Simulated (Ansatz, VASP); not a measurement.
ZrOs: VASP beside Ansatz

```
Zr Os
1.0
     3.22667    0.00000    0.00000
     0.00000    3.22667    0.00000
     0.00000    0.00000    3.22667
Zr Os
1 1
Direct
  0.50000 0.50000 0.50000
  0.00000 0.00000 0.00000
```

Alike in both runs: functional LDA; k mesh 14 × 14 × 14; occupations gaussian, width 0.1 eV; no spin polarisation.

Ansatz relaxed the structure, and its values are those at the end. VASP's run is a single point on that final structure, the one shown.

```csv
,VASP,Ansatz
version,VASP 6.6.1,Ansatz 0.2.0
potentials or method,"VASP PAW LDA potentials, release 64 (Zr_sv, Os)","scalar-relativistic, plane waves, PAW"
plane-wave cutoff (eV),520,420
valence electrons in the cell,20,28
```

Ansatz gave:

```
gap on the k mesh at the Fermi level (eV) : none
pressure (GPa)                            : 0.0
```

Task: What did VASP give for the same quantities?

Result: gap on the k mesh at the Fermi level (eV): none; pressure (GPa): 0.4.

A gap of «none» marks a metal or a gap that the smearing closes. The two sets of potentials don't hold the same shells in valence.

Spin-orbit coupling is left out, which matters for the levels of Os.
